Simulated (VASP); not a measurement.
```
MnO
1.0
    4.52880     2.26440     2.26440
    2.26440     4.52880     2.26440
    2.26440     2.26440     4.52880
Mn O
2 2
Direct
  0.00000   0.00000   0.00000
  0.50000   0.50000   0.50000
  0.25000   0.25000   0.25000
  0.75000   0.75000   0.75000
```
Starting moments (μB, in the order of the record's atoms Mn Mn O O): 5.0 -5.0 0.0 0.0.

Calculation: PBE GGA, VASP's PBE PAW potentials (set 64) (plane waves; VASP). Run with 520 eV cut-off, KSPACING 0.4 per Å, Gaussian smearing of 0.050 eV, potentials Mn_pv O.

Task: Give the stress tensor in GPa (positive for a compressed cell).

Result: 
```
-7.77  -1.39  -1.39
-1.39  -7.77  -1.39
-1.39  -1.39  -7.77
```
The pressure is its mean diagonal, -7.77 GPa.

The compound is MnO in the rock salt, AFM-II order structure. The cell was not relaxed at this level. The run is one of a series of settings (KGAMMA = .TRUE., KSPACING = 0.4, KPOINTS file removed against the base run), some of them coarse on purpose.
